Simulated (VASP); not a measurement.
# BAs: exact exchange and RPA correlation, part 6 of 6

Aim: total energies of BAs from exact exchange and RPA correlation, beside cheaper functionals. The scan starts from a database cell scaled to its smallest volume. The cell is of the zinc-blende type. The start is a cell from a database of measured crystal structures.

VASP 6.6.1, plane waves and PAW; the level of theory is named at each step.

So far. Step 30 (Orbitals, volume ratio 1.06): The run ends at a pressure of -4.19 GPa. Step 31 (Exact exchange, volume ratio 1.06): The Hartree-Fock energy on these orbitals is -9.4924 eV an atom.

**32. Empty bands, volume ratio 1.06**

This step: PBE; plane waves and PAW (As_GW, B_GW) (VASP 6.6.1).

The empty bands are made again, for the run that follows.

Contents of INCAR:

```
SYSTEM = BAs
PREC = Accurate
ENCUT = 440
ISMEAR = 0
SIGMA = 0.05
LREAL = .FALSE.
GGA = PE
NBANDS = 616
ALGO = Exact
NELM = 1
LWAVE = .TRUE.
LCHARG = .FALSE.
LOPTICS = .TRUE.
NEDOS = 1000
CSHIFT = 0.1
```

Contents of POSCAR:

```
BAs
1.0
    0.0000000000      2.4353452264      2.4353452264
    2.4353452264      0.0000000000      2.4353452264
    2.4353452264      2.4353452264      0.0000000000
As B
1 1
Direct
    0.7500000000      0.7500000000      0.7500000000
    0.0000000000      0.0000000000      0.0000000000
```

Contents of KPOINTS:

```
Automatic mesh
0
Gamma
6 6 6
0 0 0
```

PAW data sets: As_GW and B_GW (PBE family, release 64).

Command:

```
> mpirun -np 8 vasp_std
```

The program printed:

```text
[banner, memory and clock lines left out]
running    8 mpi-ranks, on    1 nodes
[...]
[... a notice as in an earlier step ...]

 LDA part: xc-table for (Slater+PW92), standard interpolation
 found WAVECAR, reading the header
  number of bands has changed, file:    10 present:   616
  trying to continue reading WAVECAR, but it might fail
 POSCAR, INCAR and KPOINTS ok, starting setup
[...]
reading WAVECAR
 random initialization beyond band           10
 the WAVECAR file was read successfully
 initial charge from wavefunction
 entering main loop
       N       E                     dE             d eps       ncg     rms          rms(c)
DIA:   1    -0.113867E+02   -0.11387E+02    0.00000E+00     0   0.000E+00
   1 F= -.11386744E+02 E0= -.11386744E+02  d E =-.457278E-11
 writing wavefunctions
 optical routines
 imaginary and real dielectric function
 recalculating local potential from charge density
 direction            1
 direction            2
 direction            3
```

It took 5 s on 8 MPI ranks of Intel Xeon Platinum 8259CL at 2.50GHz (Skylake/Cascade Lake), shared host; peak memory 1.1 GiB; 36 s of CPU time.

OUTCAR, selected parts (step 32):

```text
  Total       -0.7550318     -0.7550318     -0.7550318     -0.0000000      0.0000000      0.0000000
  in kB      -41.8759082    -41.8759082    -41.8759082     -0.0000000      0.0000000      0.0000000
  external PRESSURE =     -41.8759082 kB  Pullay stress =       0.0000000 kB

  FREE ENERGIE OF THE ION-ELECTRON SYSTEM (eV)
  ---------------------------------------------------
  free  energy   TOTEN  =       -11.3867435091 eV

  energy  without entropy=      -11.3867435091  energy(sigma->0) =      -11.38674351

[... 2 parts as in an earlier step ...]

[... 2 further parts left out ...]
[key lines of the parts left out:]
E-fermi :   5.7559
```

WAVECAR now holds 616 bands for 8 electrons.

**33. RPA correlation, volume ratio 1.06**

This step: RPA correlation on PBE orbitals; plane waves and PAW (As_GW, B_GW) (VASP 6.6.1).

RPA correlation at this point.

Contents of INCAR:

```
SYSTEM = BAs
PREC = Accurate
ENCUT = 440
ISMEAR = 0
SIGMA = 0.05
LREAL = .FALSE.
GGA = PE
NBANDS = 616
ALGO = ACFDT
ENCUTGW = 200
NOMEGA = 12
PRECFOCK = Fast
LWAVE = .FALSE.
LCHARG = .FALSE.
```

POSCAR is that of step 32.

KPOINTS is that of step 32.

Command:

```
> mpirun -np 8 vasp_std
```

The program printed:

```text
[banner, memory and clock lines left out]
running    8 mpi-ranks, on    1 nodes
[...]
[... a notice as in an earlier step ...]

 LDA part: xc-table for (Slater+PW92), standard interpolation
 found WAVECAR, reading the header
 POSCAR, INCAR and KPOINTS ok, starting setup
[...]
reading WAVECAR
 the WAVECAR file was read successfully
 initial charge from wavefunction
 available memory per node:     62.78 GB, setting MAXMEM to     64287

 The Fermi energy was updated, please check that it is located mid-gap
 values below the HOMO (VB) or above the LUMO (CB) will cause erroneous energies
 E-fermi :   6.1995

 the WAVEDER file was read successfully
 set NWRITE>2 for more details about minimax calculation
 number of imaginary grid points requested:      12
 number of distinct grids requested:  1
 quadrature errors minimized for energies in [ 0.131E+01, 0.441E+03 ]
 bosonic grid (T=0, re) determined with error: 0.9199E-07
 bosonic grid (re): 0.9199E-07
[...]
NQ=  10    0.3333    0.3333    0.0000,
|.........|.........|.........|.........
 performed      63450000 updates of chi_q(r,r)
 total number of BLAS operations      16525.94 Gflops
NQ=  11    0.5000    0.3333    0.0000,
|.........|.........|.........|.........
 performed      69795000 updates of chi_q(r,r)
 total number of BLAS operations      18397.22 Gflops
NQ=  12   -0.3333    0.3333    0.0000,
|.........|.........|.........|.........
 performed      76140000 updates of chi_q(r,r)
 total number of BLAS operations      20153.37 Gflops
NQ=  13    0.5000    0.5000    0.0000,
|.........|.........|.........|.........
 performed      82485000 updates of chi_q(r,r)
 total number of BLAS operations      21985.87 Gflops
NQ=  14    0.5000    0.3333    0.1667,
|.........|.........|.........|.........
 performed      88830000 updates of chi_q(r,r)
 total number of BLAS operations      23799.13 Gflops
NQ=  15   -0.3333    0.3333    0.1667,
|.........|.........|.........|.........
 performed      95175000 updates of chi_q(r,r)
 total number of BLAS operations      25555.28 Gflops
NQ=  16   -0.3333    0.5000    0.1667,
|.........|.........|.........|.........
 performed     101520000 updates of chi_q(r,r)
 total number of BLAS operations      27349.40 Gflops
 entering main loop
```

It took 2.4 min on 8 MPI ranks; peak memory 2.6 GiB.

OUTCAR, selected parts (step 33):

```text
      cutoff energy     smooth cutoff   RPA   correlation   Hartree contr. to MP2
---------------------------------------------------------------------------------
            200.000           160.000      -11.8340485295      -19.5290164076
            190.476           152.381      -11.7921464404      -19.4852051216
            181.406           145.125      -11.7474088849      -19.4382595219
            172.768           138.214      -11.6997288981      -19.3879981929
            164.541           131.632      -11.6487600774      -19.3339724561
            156.705           125.364      -11.5945226603      -19.2761112704
            149.243           119.394      -11.5364037910      -19.2136442918
            142.136           113.709      -11.4746686612      -19.1467492730
  linear regression

[... 2 parts as in an earlier step ...]

[... 2 further parts left out ...]
[key lines of the parts left out:]
E-fermi :   6.1995
```

The correlation energy is -6.1849 eV an atom, +0 meV against the point before. With exact exchange the total is -15.6772 eV an atom.

**34. Comparison: r2SCAN, volume ratio 1.06**

This step: r2SCAN; plane waves and PAW (As_GW, B_GW) (VASP 6.6.1).

The comparison at this point.

Contents of INCAR:

```
SYSTEM = BAs
PREC = Accurate
ENCUT = 440
EDIFF = 1E-06
NELM = 100
ISMEAR = 0
SIGMA = 0.05
LREAL = .FALSE.
ALGO = Normal
METAGGA = R2SCAN
LASPH = .TRUE.
NBANDS = 10
LWAVE = .FALSE.
LCHARG = .FALSE.
KPAR = 8
```

POSCAR is that of step 33.

KPOINTS is that of step 33.

Command:

```
> mpirun -np 8 vasp_std
```

The program printed:

```text
[... set-up lines as in an earlier step ...]
 entering main loop
       N       E                     dE             d eps       ncg     rms          rms(c)
DAV:   1    -0.317345E+00   -0.31734E+00   -0.36176E+03   320   0.697E+02
DAV:   2    -0.233732E+02   -0.23056E+02   -0.21942E+02   494   0.123E+02
DAV:   3    -0.241001E+02   -0.72681E+00   -0.72475E+00   416   0.183E+01
DAV:   4    -0.241068E+02   -0.67751E-02   -0.67737E-02   442   0.218E+00
[...]
DAV:  10    -0.222106E+02   -0.71733E-04   -0.11927E-04   376   0.117E-01    0.931E-03
DAV:  11    -0.222106E+02    0.12612E-05   -0.94643E-06   414   0.230E-02    0.207E-03
DAV:  12    -0.222106E+02   -0.68502E-06   -0.11508E-06   224   0.659E-03
   1 F= -.22210615E+02 E0= -.22210615E+02  d E =-.872084E-13
```

Run time: 6.6 s. Hardware: 8 MPI ranks; peak memory 1.1 GiB; 48 s of CPU time.

From OUTCAR (step 34):

```text
  Total       -1.2233853     -1.2233853     -1.2233853      0.0000000     -0.0000000      0.0000000
  in kB      -67.8519358    -67.8519358    -67.8519358      0.0000000     -0.0000000      0.0000000
  external PRESSURE =     -67.8519358 kB  Pullay stress =       0.0000000 kB

  FREE ENERGIE OF THE ION-ELECTRON SYSTEM (eV)
  ---------------------------------------------------
  free  energy   TOTEN  =       -22.2106152463 eV

  energy  without entropy=      -22.2106152463  energy(sigma->0) =      -22.21061525

[... 3 parts as in an earlier step ...]

[... 1 further part left out ...]
[key lines of the parts left out:]
E-fermi :   5.6669
```

Its energy is -11.1053 eV an atom, on a zero of its own.

**35. Orbitals for comparison: HSE06, volume ratio 1.06**

This step: PBE; plane waves and PAW (As_GW, B_GW) (VASP 6.6.1).

Starting orbitals, as before.

Contents of INCAR:

```
SYSTEM = BAs
PREC = Accurate
ENCUT = 440
EDIFF = 1E-05
NELM = 100
ISMEAR = 0
SIGMA = 0.05
LREAL = .FALSE.
ALGO = Normal
GGA = PE
NBANDS = 10
LORBIT = 11
LWAVE = .TRUE.
LCHARG = .FALSE.
KPAR = 8
```

POSCAR is that of step 34.

KPOINTS is that of step 34.

Command:

```
> mpirun -np 8 vasp_std
```

The program printed:

```text
[... set-up lines as in an earlier step ...]
 entering main loop
       N       E                     dE             d eps       ncg     rms          rms(c)
[... 10 cycles as in an earlier step ...]
DAV:  11    -0.113867E+02    0.73305E-06   -0.82837E-06   320   0.171E-02
   1 F= -.11386743E+02 E0= -.11386743E+02  d E =-.729537E-16
 writing wavefunctions
```

It took 1.6 s on 8 MPI ranks; peak memory 1 GiB; 9 s of CPU time.

OUTCAR, selected parts (step 35):

```text
  Total       -0.7513219     -0.7513219     -0.7513219      0.0000000      0.0000000     -0.0000000
  in kB      -41.6701485    -41.6701485    -41.6701485      0.0000000      0.0000000     -0.0000000
  external PRESSURE =     -41.6701485 kB  Pullay stress =       0.0000000 kB

 POSITION                                       TOTAL-FORCE (eV/Angst)
 -----------------------------------------------------------------------------------
      3.65302      3.65302      3.65302        -0.000000     -0.000000     -0.000000
      0.00000      0.00000      0.00000         0.000000      0.000000      0.000000
 -----------------------------------------------------------------------------------
    total drift:                               -0.000000     -0.000000     -0.000001

  FREE ENERGIE OF THE ION-ELECTRON SYSTEM (eV)
  ---------------------------------------------------
  free  energy   TOTEN  =       -11.3867426048 eV

  energy  without entropy=      -11.3867426048  energy(sigma->0) =      -11.38674260

[... 2 parts as in an earlier step ...]

[... 1 further part left out ...]
[key lines of the parts left out:]
E-fermi :   5.8126
```

The run ends at a pressure of -4.17 GPa.

**36. Comparison: HSE06, volume ratio 1.06**

This step: HSE06; plane waves and PAW (As_GW, B_GW) (VASP 6.6.1).

The comparison at this point.

Contents of INCAR:

```
SYSTEM = BAs
PREC = Accurate
ENCUT = 440
EDIFF = 1E-06
NELM = 100
ISMEAR = 0
SIGMA = 0.05
LREAL = .FALSE.
ALGO = Normal
LHFCALC = .TRUE.
AEXX = 0.25
GGA = PE
HFSCREEN = 0.2
LASPH = .TRUE.
NBANDS = 10
PRECFOCK = Fast
LWAVE = .FALSE.
LCHARG = .FALSE.
KPAR = 8
```

POSCAR is that of step 35.

KPOINTS is that of step 35.

The WAVECAR or CHGCAR of an earlier step is read.

Command:

```
> mpirun -np 8 vasp_std
```

The program printed:

```text
[... set-up lines as in an earlier step ...]
 entering main loop
       N       E                     dE             d eps       ncg     rms          rms(c)
DAV:   1    -0.132011E+02   -0.13201E+02   -0.34189E-01   452   0.467E+00    0.304E-01
DAV:   2    -0.132024E+02   -0.13627E-02   -0.68439E-03   376   0.597E-01    0.194E-01
DAV:   3    -0.132019E+02    0.56603E-03   -0.12452E-03   478   0.230E-01    0.110E-01
DAV:   4    -0.132017E+02    0.14593E-03   -0.15331E-04   492   0.925E-02    0.652E-02
DAV:   5    -0.132017E+02    0.61922E-04   -0.23575E-05   378   0.355E-02    0.390E-02
DAV:   6    -0.132016E+02    0.20275E-04   -0.14902E-05   484   0.213E-02    0.231E-02
DAV:   7    -0.132016E+02    0.56914E-05   -0.35052E-06   370   0.123E-02    0.139E-02
DAV:   8    -0.132016E+02    0.15691E-05   -0.83699E-07   210   0.774E-03    0.830E-03
DAV:   9    -0.132016E+02    0.22057E-06   -0.50767E-07   212   0.547E-03
   1 F= -.13201631E+02 E0= -.13201631E+02  d E =-.293268E-13
```

It took 22 s on 8 MPI ranks; peak memory 1.8 GiB.

OUTCAR, selected parts (step 36):

```text
 POSITION                                       TOTAL-FORCE (eV/Angst)
 -----------------------------------------------------------------------------------
      3.65302      3.65302      3.65302         0.000000      0.000000      0.000000
      0.00000      0.00000      0.00000        -0.000000     -0.000000     -0.000000
 -----------------------------------------------------------------------------------
    total drift:                                0.000000      0.000000      0.000000

  FREE ENERGIE OF THE ION-ELECTRON SYSTEM (eV)
  ---------------------------------------------------
  free  energy   TOTEN  =       -13.2016310659 eV

  energy  without entropy=      -13.2016310659  energy(sigma->0) =      -13.20163107

[... 2 parts as in an earlier step ...]

[... 1 further part left out ...]
[key lines of the parts left out:]
E-fermi :   5.3629
```

Its energy is -6.6008 eV an atom, on a zero of its own.

**37. Summary**

This step: exact exchange and RPA correlation on PBE orbitals, beside r2SCAN, beside HSE06; plane waves and PAW (VASP 6.6.1).

No new run; the numbers come from the runs before.

Numbers from this step:

| Item | Value |
| --- | --- |
| equilibrium volume, EXX+RPA | 13.71 Å³/atom |
| bulk modulus | 143.9 GPa |

Table of energy above the lowest point by volume; values in meV/atom:

```tsv
volume (Å³/atom)	PBE	EXX	EXX+RPA	r2SCAN	HSE06
12.809	45.5	36.1	29.3	28.7	22.1
13.217	17.9	10.8	8.10	7.84	4.59
13.626	3.37	0	0	0	0
14.035	0	1.72	3.22	3.30	6.53
14.444	6.25	14.3	16.1	16.2	22.6
```

Cost is wall time times ranks on a shared host; the RPA row holds all its steps. Fits of the equation of state:

```tsv
level	V0 (Å³/atom)	B0 (GPa)	fit error (meV/atom)	minimum inside the series	cost a point (core minutes)
PBE	13.96	132	0.001962	yes	0.34
EXX	13.77	157.1	0.002036	yes	3.32
EXX+RPA	13.71	143.9	0.003508	yes	23.21
r2SCAN	13.7	142	0.002064	yes	0.94
HSE06	13.58	146.9	0.001947	yes	3.28
```

**38. Summary of results**

```json
{
 "PBE": "V0 13.96 Å³/atom, B0 132 GPa",
 "EXX": "V0 13.77 Å³/atom, B0 157 GPa",
 "EXX+RPA": "V0 13.71 Å³/atom, B0 144 GPa",
 "r2SCAN": "V0 13.70 Å³/atom, B0 142 GPa",
 "HSE06": "V0 13.58 Å³/atom, B0 147 GPa"
}
```

Exact exchange with RPA correlation puts the minimum at 13.71 Å³ an atom, with a bulk modulus of 144 GPa. PBE puts the volume 1.9 % above EXX+RPA, at roughly 1/68 of its cost. r2SCAN puts the volume 0.038 % below EXX+RPA, at roughly 1/25 of its cost. HSE06 puts the volume 0.91 % below EXX+RPA, at roughly 1/7 of its cost. Correlation shrinks the exact-exchange volume by 0.46 %. Neither mesh nor response cutoff was varied, so differences in volume under about 1 % aren't resolved. Exact exchange and correlation are taken on one coarse mesh and aren't self-consistent; the correlation energy is extrapolated in the response cutoff by the program, which at the first volume adds -287 meV an atom to the value at the highest cutoff and varies with the volume; a small fit error says nothing about that part. NBANDS follows the largest plane-wave count of any k point, which rises in steps with the volume. The cheaper functionals share the mesh. Not tabulated here, as repeats of values shown or as unfit to read for their mesh, reference level or band range: eps2 curves (empty bands); eps1 curves and static values (empty bands); gaps (empty bands).

[Long decimals in the printed logs are rounded to 6 places.]

[Lines on the potential files, build, host, timing and source positions are cut from VASP's logs without a mark.]

[Logs are printed without paths, hosts, clocks, repeated set-up lines and the standing remarks that a program may print on its own settings, such as how far it seeks lower states.]

[Hosts, paths, dates, database ids (printed as entryN), source tags and the programs' standing remarks are cut or masked in the printed files.]

[Measured values are set beside computed ones only where the two were judged alike; some that the calculation misses by far are left out.]

[Pressures printed for these runs are not shown converged in the cutoff: they can be off by several GPa and have the wrong sign.]
